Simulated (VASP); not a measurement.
An input for Quantum ESPRESSO's pw.x (written as the equivalent of a VASP run, and not itself run):

```
&CONTROL
  calculation = 'scf'
  pseudo_dir = './pseudo'
  outdir = './out'
  tprnfor = .true.
  tstress = .true.
/
&SYSTEM
  ibrav = 0
  nat = 4
  ntyp = 2
  ecutwfc = 80
  occupations = 'tetrahedra'
  input_dft = 'pbesol'
/
&ELECTRONS
  conv_thr = 7.3e-09
  electron_maxstep = 100
/
ATOMIC_SPECIES
  Sn 118.710 Sn.upf
  Sb 121.760 Sb.upf
CELL_PARAMETERS angstrom
     1.5639592   -4.1566410    0.0000000
     1.5639592    4.1566410    0.0000000
     0.0000000    0.0000000    8.3647940
ATOMIC_POSITIONS crystal
  Sn   0.0000000  1.0000000  0.5000000
  Sn   1.0000000  0.5000000  0.7476985
  Sn   0.5000000  0.0000000  0.2523015
  Sb   0.5000000  0.5000000  1.0000000
K_POINTS automatic
  12 12 4 0 0 0
```

### Question
Write the VASP files for the same calculation (PBEsol).

### Answer
One answer among several that fit: 
KPOINTS:
```
Regular mesh
0
gamma
  12 12 4
0 0 0
```

POSCAR:
```
Sn3Sb
1
    1.5639591666    -4.1566410353     0.0000000000
    1.5639591666     4.1566410353     0.0000000000
    0.0000000000     0.0000000000     8.3647939588
Sn Sb
3 1
Direct
  0.0000000000   1.0000000000   0.5000000000
  1.0000000000   0.5000000000   0.7476985101
  0.5000000000   0.0000000000   0.2523014899
  0.5000000000   0.5000000000   1.0000000000
```

### INCAR
```
SYSTEM = Sn3Sb
PREC = Accurate
ENCUT = 400
EDIFF = 1E-7
NELM = 100
ALGO = Normal
LREAL = .FALSE.
LASPH = .TRUE.
ISMEAR = -5
GGA = PS
LMAXMIX = 4
LWAVE = .FALSE.
LCHARG = .TRUE.
LORBIT = 11
NEDOS = 601
ISIF = 2
LEFG = .TRUE.
```

POTCAR, in this order: Sn_d Sb (PBE.64 set). Program: vasp_std.

The two are equivalent in intent, not identical: the potentials are each code's own (VASP's PAW set, PseudoDojo norm-conserving files in pw.x), so ENCUT and ecutwfc are chosen apart and not converted; conv_thr bounds pw.x's estimated SCF error, while EDIFF bounds the energy change between steps; the field gradients of LEFG aren't asked of the other code.

The structure comes from a computed database's Sn3Sb entry (C222); how it stands against other phases isn't given here. It was relaxed first.
